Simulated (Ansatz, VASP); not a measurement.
# SnO2 (Cassiterite) in two plane-wave programs, part 2 of 2

Aim: how closely do two programs agree when they are given the same cell, functional and k mesh? The cell is taken from a series of runs on this material, whose earlier steps may have relaxed, scaled, displaced or heated it; both programs get it as it stands.

VASP 6.6.1 and Ansatz 0.2.0.

So far: Set-up; Ansatz: single point, PBE0.

## 3. VASP: single point, PBE0

Level of this step: PBE0; plane waves and PAW (Sn_d, O) (VASP).

The same cell, functional and mesh now go to VASP, with its own data sets.

Lines of VASP's logs that name or quote its potential files are left out, and so is its time.

The run reads the wave functions of an earlier VASP run, which isn't shown here.

Input file INCAR:

```
SYSTEM = SnO2
PREC = Accurate
ENCUT = 520
EDIFF = 1E-06
NELM = 100
ISMEAR = 0
SIGMA = 0.01
LREAL = .FALSE.
ALGO = Normal
LHFCALC = .TRUE.
AEXX = 0.25
GGA = PE
LASPH = .TRUE.
NBANDS = 32
PRECFOCK = Fast
LORBIT = 11
LWAVE = .FALSE.
LCHARG = .FALSE.
KPAR = 8
ISIF = 2
```

Input file POSCAR:

```
SnO2
1.0
    4.7380000000      0.0000000000      0.0000000000
    0.0000000000      4.7380000000      0.0000000000
    0.0000000000      0.0000000000      3.1865000000
Sn O
2 4
Direct
    0.0000000000      0.0000000000      0.0000000000
    0.5000000000      0.5000000000      0.5000000000
    0.3071000000      0.3071000000      0.0000000000
    0.1929000000      0.8071000000      0.5000000000
    0.6929000000      0.6929000000      0.0000000000
    0.8071000000      0.1929000000      0.5000000000
```

Input file KPOINTS:

```
Automatic mesh
0
Gamma
4 4 4
0 0 0
```

The projector-augmented-wave data sets are Sn_d and O (PBE family, release 64).

Launch:

```sh
$ mpirun -np 8 vasp_std
```

Numbers of over 12 decimals in the logs are rounded to 6 here.

What it wrote:

```text
[banner, memory and clock lines left out]
running    8 mpi-ranks, on    1 nodes
 distrk:  each k-point on    1 cores,    8 groups
 distr:  one band on    1 cores,    1 groups

 POSCAR found type information on POSCAR SnO
 POSCAR found :  2 types and       6 ions
|                                                                             |
|           W    W    AA    RRRRR   N    N  II  N    N   GGGG   !!!           |
|           W    W   A  A   R    R  NN   N  II  NN   N  G    G  !!!           |
|           W    W  A    A  R    R  N N  N  II  N N  N  G       !!!           |
|           W WW W  AAAAAA  RRRRR   N  N N  II  N  N N  G  GGG   !            |
|           WW  WW  A    A  R   R   N   NN  II  N   NN  G    G                |
|           W    W  A    A  R    R  N    N  II  N    N   GGGG   !!!           |
|                                                                             |
|     For optimal performance we recommend to set                             |
|       NCORE = 2 up to number-of-cores-per-socket                            |
|     NCORE specifies how many cores store one orbital (NPAR=cpu/NCORE).      |
|     This setting can greatly improve the performance of VASP for DFT.       |
|     The default, NCORE=1 might be grossly inefficient on modern             |
|     multi-core architectures or massively parallel machines. Do your        |
|     Unfortunately you need to use the default for GW and RPA                |
|     calculations (for HF NCORE is supported but not extensively tested      |
|     yet).                                                                   |
|                                                                             |

 LDA part: xc-table for (Slater+PW92), standard interpolation
 found WAVECAR, reading the header
 POSCAR, INCAR and KPOINTS ok, starting setup
 FFT: planning ... GRIDC
 FFT: planning ... GRID_SOFT
 FFT: planning ... GRID
 reading WAVECAR
 the WAVECAR file was read successfully
 initial charge from wavefunction
 entering main loop
       N       E                     dE             d eps       ncg     rms          rms(c)
DAV:   1    -0.505672622762E+02   -0.50567E+02   -0.10509E+00  1336   0.943E+00    0.135E+00
DAV:   2    -0.505974842611E+02   -0.30222E-01   -0.10855E-01  1424   0.267E+00    0.120E+00
DAV:   3    -0.505935311769E+02    0.39531E-02   -0.84665E-03  1928   0.116E+00    0.816E-01
DAV:   4    -0.505928150902E+02    0.71609E-03   -0.25602E-03  1752   0.415E-01    0.498E-01
DAV:   5    -0.505925138127E+02    0.30128E-03   -0.22318E-04  1408   0.141E-01    0.292E-01
DAV:   6    -0.505924034738E+02    0.11034E-03   -0.92316E-05  1440   0.882E-02    0.170E-01
DAV:   7    -0.505923723274E+02    0.31146E-04   -0.21332E-05  1752   0.454E-02    0.102E-01
DAV:   8    -0.505923623728E+02    0.99546E-05   -0.51870E-06  1400   0.291E-02    0.613E-02
DAV:   9    -0.505923597986E+02    0.25742E-05   -0.27781E-06  1232   0.185E-02    0.369E-02
DAV:  10    -0.505923593124E+02    0.48618E-06   -0.11732E-06   856   0.109E-02
   1 F= -.50592359E+02 E0= -.50592359E+02  d E =-.507812E-78
```

From OUTCAR (step 3):

```text
ion  position               nearest neighbor table
   1  0.000  0.000  0.000-   4 2.05   6 2.05   4 2.05   6 2.05   5 2.06   3 2.06   2 3.71   2 3.71
                             2 3.71   2 3.71   2 3.71   2 3.71   2 3.71   2 3.71
   2  0.500  0.500  0.500-   3 2.05   5 2.05   3 2.05   5 2.05   4 2.06   6 2.06   1 3.71   1 3.71
                             1 3.71   1 3.71   1 3.71   1 3.71   1 3.71   1 3.71
   3  0.307  0.307  0.000-   2 2.05   2 2.05   1 2.06
   4  0.193  0.807  0.500-   1 2.05   1 2.05   2 2.06
   5  0.693  0.693  0.000-   2 2.05   2 2.05   1 2.06
   6  0.807  0.193  0.500-   1 2.05   1 2.05   2 2.06

  LATTYP: Found a simple tetragonal cell.
 ALAT       =     4.7380000000
 C/A-ratio  =     0.6725411566

 Subroutine GETGRP returns: Found 16 space group operations
 (whereof  8 operations were pure point group operations)

The static configuration has the point symmetry D_2h.
 The point group associated with its full space group is D_4h.

 Found     18 irreducible k-points:

   k-points           NKPTS =     18   k-points in BZ     NKDIM =     64   number of bands    NBANDS=     32

   dimension x,y,z NGX =    36 NGY =   36 NGZ =   24
   dimension x,y,z NGXF=    72 NGYF=   72 NGZF=   48

   ENCUT  =  520.0 eV  38.22 Ry    6.18 a.u.   8.81  8.81  5.92*2*pi/ulx,y,z

   NELECT =      52.0000    total number of electrons

 k-points in reciprocal lattice and weights: Automatic mesh
   0.00000000  0.00000000  0.00000000       0.016
   0.25000000  0.00000000  0.00000000       0.062
   0.50000000  0.00000000  0.00000000       0.031
   0.25000000  0.25000000  0.00000000       0.062
   0.50000000  0.25000000  0.00000000       0.062
   0.50000000  0.50000000  0.00000000       0.016
   0.00000000  0.00000000  0.25000000       0.031
   0.25000000  0.00000000  0.25000000       0.125
   0.50000000  0.00000000  0.25000000       0.062
[...]
0.50000000  0.25000000  0.50000000       0.062
   0.50000000  0.50000000  0.50000000       0.016

  exchange ACFDT corr.  =         0.00000000  see jH, gK, PRB 81, 115126

 average (electrostatic) potential at core
       1 -92.9443       2 -92.9443       3 -61.1906       4 -61.1906       5 -61.1906
       6 -61.1906

 E-fermi :   4.5240

 k-point     1 :       0.0000    0.0000    0.0000
  band No.  band energies     occupation
    ...
     22       3.3607      2.00000
     23       3.3607      2.00000
     24       3.6867      2.00000
     25       3.6867      2.00000
     26       4.3932      2.00000
     27       8.1662      0.00000
     28      13.3577      0.00000
     29      13.3952      0.00000
     30      13.3952      0.00000
     31      17.5357      0.00000
    ...

 k-point     2 :       0.2500    0.0000    0.0000
  band No.  band energies     occupation
    ...
     22       2.8835      2.00000
     23       3.3794      2.00000
     24       3.4093      2.00000
     25       3.7189      2.00000
     26       4.1027      2.00000
     27       9.4504      0.00000
     28      12.8644      0.00000
     29      13.6562      0.00000
     30      13.8839      0.00000
     31      18.1874      0.00000
    ...

 k-point     3 :       0.5000    0.0000    0.0000
  band No.  band energies     occupation
    ...
     22       2.4424      2.00000
     23       3.4149      2.00000
     24       3.4149      2.00000
     25       3.7947      2.00000
     26       3.7947      2.00000
     27      11.5160      0.00000
     28      11.5160      0.00000
     29      14.1755      0.00000
     30      14.1755      0.00000
     31      18.4286      0.00000
    ...

  Total        1.0081081      1.0081081      1.3047158      0.0000000      0.0000000      0.0000000
  in kB       22.5794658     22.5794658     29.2228431      0.0000000      0.0000000      0.0000000
  external PRESSURE =      24.7939249 kB  Pullay stress =       0.0000000 kB

  energy-cutoff  :      520.00
  volume of cell :       71.53
      direct lattice vectors                 reciprocal lattice vectors
     4.738000000  0.000000000  0.000000000     0.211059519  0.000000000  0.000000000
     0.000000000  4.738000000  0.000000000     0.000000000  0.211059519  0.000000000
     0.000000000  0.000000000  3.186500000     0.000000000  0.000000000  0.313823945

 POSITION                                       TOTAL-FORCE (eV/Angst)
 -----------------------------------------------------------------------------------
      0.00000      0.00000      0.00000         0.000000      0.000000     -0.000000
      2.36900      2.36900      1.59325         0.000000      0.000000     -0.000000
      1.45504      1.45504      0.00000        -0.144446     -0.144446      0.000000
      0.91396      3.82404      1.59325         0.144446     -0.144446      0.000000
      3.28296      3.28296      0.00000         0.144446      0.144446     -0.000000
      3.82404      0.91396      1.59325        -0.144446      0.144446     -0.000000
 -----------------------------------------------------------------------------------
    total drift:                               -0.000008      0.000009      0.000001

  FREE ENERGIE OF THE ION-ELECTRON SYSTEM (eV)
  ---------------------------------------------------
  free  energy   TOTEN  =       -50.5923593124 eV

  energy  without entropy=      -50.5923593124  energy(sigma->0) =      -50.59235931

 total charge
# of ion       s       p       d       tot
------------------------------------------
    1        0.851   1.108  10.404  12.364
    2        0.851   1.108  10.404  12.364
    3        1.562   3.554   0.000   5.115
    4        1.562   3.554   0.000   5.115
    5        1.562   3.554   0.000   5.115
    6        1.562   3.554   0.000   5.115
--------------------------------------------------
tot          7.950  16.431  20.809  45.190

[... 3 further parts left out ...]
```

The run ends at a pressure of 2.48 GPa, with forces up to 0.20 eV/Å.

## 4. Differences

Known differences besides the potentials themselves: exact exchange at q = 0 is treated differently, which shows on coarse meshes; VASP keeps PBE cores, Ansatz makes them for the functional; fixed occupations in Ansatz, narrow Gaussian smearing in VASP; the cutoff is 420 eV in Ansatz and 520 eV in VASP; VASP takes a coarser grid for exact exchange (PRECFOCK = Fast). Total energies have different zeros and are not compared.

Compared:

| quantity | Ansatz | VASP | difference |
| --- | --- | --- | --- |
| gap on the k mesh (eV) | 3.764 | 3.773 | -0.009 |

A gap on the mesh is an upper bound, since the band edges may lie between its points.

## 5. Outcome

| Property | Result |
| --- | --- |
| difference in gap on the k mesh (single point, PBE0) | -0.0095 eV |

In words: The difference in gap on the k mesh is -0.0095 eV (single point, PBE0), within the 0.08 eV picked in this series as the mark of a large difference. Such differences can come from data sets, numerical settings and the points named under the comparisons, not from the functional's error against experiment.

[Lines on the potential files, build, host, timing and source positions are cut from VASP's logs without a mark.]

[Logs are printed without paths, hosts, clocks, repeated set-up lines and the standing remarks that a program may print on its own settings, such as how far it seeks lower states.]

[Hosts, paths, dates, database ids (printed as entryN), source tags and the programs' standing remarks are cut or masked in the printed files.]
